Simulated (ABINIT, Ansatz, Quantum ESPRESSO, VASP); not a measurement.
**One structure in several programs: TiZn3 (P1, 4 atoms in the cell)**

Self-consistent single point.

```xyz
4
Lattice="3.8808 0.0000 0.0000 0.0000 3.8808 0.0000 0.0000 0.0000 3.8808" Properties=species:S:1:pos:R:3 pbc="T T T"
Ti    -0.0178     0.0377     0.0039
Zn     0.0096     1.9335     1.9228
Zn     1.9921     0.0181     1.9432
Zn     1.8969     1.8915     0.0109
```

All programs got the same cell, k-point mesh and kind of occupations (in Ansatz's words: kpoints.mp_grid.grid = 5 5 5; scf.occupations.method = fermi_dirac; scf.occupations.width = 0.136 eV); potentials, basis and cutoffs are each program's usual ones.

```
code                                                             model  pressure (GPa)  largest force (eV/Å)   cutoff
----------------  ----------------------------------------------------  --------------  --------------------  -------
Quantum ESPRESSO  PBEsol, GBRV 1.5 ultrasoft (PBESOL) pseudopotentials           -2.04                 0.565    50 Ry
VASP                        PBEsol, VASP's PBE PAW potentials (set 64)           -1.38                 0.571   300 eV
Ansatz                         PBEsol, default PAW files made with PBE           -1.65                 0.564  default
ABINIT              PBEsol, PAW (JTH v2.0 PBE PAW, files made for PBE)           -1.70                 0.566    30 Ha
```

Size of the force on each atom (eV/Å): Sizes of forces hide their directions.

| code | Ti1 | Zn2 | Zn3 | Zn4 |
|---|---|---|---|---|
| Quantum ESPRESSO | 0.565 | 0.261 | 0.324 | 0.453 |
| VASP | 0.571 | 0.260 | 0.329 | 0.459 |
| Ansatz | 0.564 | 0.260 | 0.323 | 0.452 |
| ABINIT | 0.566 | 0.264 | 0.323 | 0.450 |

The spread over the programs that give each value: pressure within 0.66 GPa; largest force within 0.007 eV/Å.

The starting cell comes from a database of computed structures (which also holds hypothetical and non-ambient phases and stackings), without a prior relaxation at this level. Its atoms were displaced at random from the sites of space group no. 221. On Ansatz's run: Spin polarisation is off.

### Question
Why do the programs differ, and what cannot be compared?

### Answer
Differences of this kind can come from the potentials, where these differ, and from what each basis and cutoff leave unconverged. The valence holds different numbers of electrons (Quantum ESPRESSO 72, VASP 48, Ansatz (an electronic-structure program) 48, ABINIT 48). The zero of total energies and Fermi levels follows the potentials and each program's conventions, so they are not compared here. Ansatz's pressure is given at a fixed set of plane waves, as the other plane-wave codes print theirs; with its correction for the finite basis it is -1.58 GPa.

VASP's run is marked for a possible Pulay error in its stress at this cutoff; no cutoff test was made.

Left out of this page: GPAW, Elk and SIESTA (not drawn, or without a comparable value); CP2K (unsound by tests on forces, stress, charge or solver warnings); FLEUR (with a known weakness of the program).

Keys are those of Ansatz 0.2.
